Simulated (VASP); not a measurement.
Here is a VASP 6.6.1 calculation.

File INCAR:

```
SYSTEM = Zr3PdSe4
  PREC = Accurate
  ENCUT = 520
  EDIFF = 1E-6
  ISMEAR = 0
  SIGMA = 0.1
  LREAL = .FALSE.
  LASPH = .TRUE.
  NELM = 150
  ALGO = Normal
  ISIF = 2
  LWAVE = .FALSE.
  LCHARG = .FALSE.
  METAGGA = R2SCAN
  LMIXTAU = .TRUE.
  KPAR = 4
```

KPOINTS

```
Automatic mesh
0
G
  6 6 6
  0 0 0
```

POSCAR

```
Zr3PdSe4                                
1.0
   -3.3371196279      3.3371196279      3.3371196279
    3.3371196279     -3.3371196279      3.3371196279
    3.3371196279      3.3371196279     -3.3371196279
  Zr              Pd              Se            
     3     1     4
Direct
     0.0000000000000000    0.5000000000000000    0.5000000000000000
     0.5000000000000000    0.0000000000000000    0.5000000000000000
     0.5000000000000000    0.5000000000000000    0.0000000000000000
     0.0000000000000000    0.0000000000000000    0.0000000000000000
     0.5000000000000000    0.5000000000000000    0.5000000000000000
     0.0000000000000000    0.0000000000000000    0.5000000000000000
     0.0000000000000000    0.5000000000000000    0.0000000000000000
     0.5000000000000000    0.0000000000000000    0.0000000000000000
```

Potentials or basis: VASP PAW PBE potentials, release 64 (Zr_sv, Pd, Se).

The run is started by

```sh
$ cat potpaw_PBE.64/Zr_sv/POTCAR potpaw_PBE.64/Pd/POTCAR potpaw_PBE.64/Se/POTCAR > POTCAR
$ mpirun -np 4 vasp_std > vasp.out
```

(1) What does it give for the band gap on the k mesh?

(2) Estimate the pressure.

Results:

(1) none (metal or under the smearing width).

(2) -0.5 GPa.

Caveat: the PAW data sets were made with another functional, which shifts forces and pressure a little.
